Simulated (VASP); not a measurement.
Energy against volume of SiO2 (rutile). All values below come from LDA (Ceperley-Alder, Perdew-Zunger), VASP's LDA PAW potentials (set 64) (plane waves; VASP). Numerical set-up: 520 eV cut-off, 5×5×8 Γ-centred mesh, Gaussian smearing of 0.050 eV, potentials Si O.

Shape and ions are relaxed at each volume.

```json
[
 {"V (Å³/atom)": "7.446", "E (eV/atom)": "-8.65391"},
 {"V (Å³/atom)": "7.676", "E (eV/atom)": "-8.66175"},
 {"V (Å³/atom)": "7.907", "E (eV/atom)": "-8.65615"},
 {"V (Å³/atom)": "8.137", "E (eV/atom)": "-8.63952"}
]
```

Q: Fit these four points and predict the energy of the run at 7.216 Å³/atom.

A: A cubic in V^(−2/3), the third-order Birch-Murnaghan form, passes through the four points with V0 = 7.69 Å³/atom and B0 = 308 GPa, and gives -8.6298 eV/atom there. The run gave -8.6301 eV/atom, -0.3 meV/atom from the fit; all five points give B0 = 306 GPa.

The compound is SiO2 in the rutile structure, stishovite, a high-pressure form. It was relaxed first.
